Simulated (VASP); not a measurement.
Here is the system:

```xyz
2
Lattice="0.0000 2.1754 2.1754 2.1754 0.0000 2.1754 2.1754 2.1754 0.0000" Properties=species:S:1:pos:R:3 pbc="T T T"
Si     0.0000     0.0000     0.0000
C      1.0877     1.0877     1.0877
```

Computed with PBE GGA with D4 dispersion, VASP's PBE PAW potentials (set 64) (plane waves; VASP 6.6.1). Run with 520 eV cut-off, Gaussian smearing of 0.050 eV, potentials Si C.

Q: What does the run give for the band gap (along the path) with the smallest direct gap where there is one?

A: 
```yaml
band gap (along the path): 1.35 eV
smallest direct gap (along the path): 4.55 eV
```

The compound is SiC in the zinc blende structure. It was relaxed first.
